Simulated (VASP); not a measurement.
**LiH in VASP: one cell, several levels of theory**

LiH built on the rocksalt prototype, under +0.5 % strain along z alone is computed at one geometry. Runs: PBE, r2SCAN.

The runs shown are made with VASP 6.6.1. PAW datasets, plane waves. Calculated at 0 K for a non-magnetic cell.

### 1 Starting point

The cell comes from an earlier relaxation with r2SCAN in another program, then strained, with the atoms relaxed again.

Space group I4/mmm (No. 139), tetragonal; a = 2.833 Å, c = 4.026 Å in the conventional setting, 8.08 Å³ an atom. Around Li lie 6 H at 2.00–2.01 Å; around H lie 6 Li at 2.00–2.01 Å.

As a file:

Space group I4/mmm (No. 139). a = 2.833 Å, b = 2.833 Å, c = 4.026 Å, α = 90.00°, β = 90.00°, γ = 90.00°
```tsv
atom	site	symmetry	x	y	z
Li	2a	4/mmm	0.0000	0.0000	0.0000
H	2b	4/mmm	0.5000	0.5000	0.0000
```

### 2 PBE at this geometry

Input file INCAR:

```
ENCUT = 520.000000
SIGMA = 0.020000
EDIFF = 1.00e-07
GGA = PE
PREC = Accurate
IBRION = -1
ISIF = 2
ISMEAR = -1
NBANDS = 9
NELM = 120
NSW = 0
LASPH = .TRUE.
LCHARG = .FALSE.
LWAVE = .FALSE.
LREAL = .FALSE.
```

Input file KPOINTS:

```
KPOINTS created by Atomic Simulation Environment
0
Gamma
10 10 10
0 0 0
```

Input file KPOINTS_OPT:

```
special points
8
Reciprocal
0.0000000000 0.0000000000 0.0000000000 1
0.5000000000 0.0000000000 0.5000000000 1
0.6250000000 0.2500000000 0.6250000000 1
0.3750000000 0.3750000000 0.7500000000 1
0.5000000000 0.5000000000 0.5000000000 1
0.5000000000 0.2500000000 0.7500000000 1
0.0000000000 0.5000000000 0.5000000000 1
0.5000000000 0.5000000000 0.0000000000 1
```

Input file POSCAR:

```
Li H
 1.0000000000000000
     0.0000000000000000    2.0029948411000000    2.0130098152999998
     2.0029948411000000    0.0000000000000000    2.0130098152999998
     2.0029948411000000    2.0029948411000000    0.0000000000000000
 Li  H
   1   1
Cartesian
  0.0000000000000000  0.0000000000000000  0.0000000000000000
  2.0029948411000000  2.0029948411000000  2.0130098152999998
```

Potentials: the recommended PBE PAW datasets, 4 valence electrons in the neutral cell.

Command:

```console
> mpirun -np 1 vasp_std
```

### 3 r2SCAN

Input file INCAR:

```
ENCUT = 520.000000
SIGMA = 0.010000
EDIFF = 1.00e-07
ALGO = Normal
METAGGA = R2SCAN
PREC = Accurate
IBRION = -1
ISIF = 2
ISMEAR = 0
NBANDS = 9
NELM = 120
NSW = 0
LASPH = .TRUE.
LCHARG = .TRUE.
LELF = .TRUE.
LWAVE = .FALSE.
LREAL = .FALSE.
```

KPOINTS is that of step 2.

KPOINTS_OPT is that of step 2.

POSCAR is that of step 2.

What does the calculation give? Wanted: for each run, gap; pressure.

As calculated:

| level | gap (eV) | pressure (GPa) |
| --- | --- | --- |
| PBE | 2.92 | -0.39 |
| r2SCAN | 3.53 | -0.70 |

The gap runs from 2.92 eV (PBE) to 3.53 eV (r2SCAN).
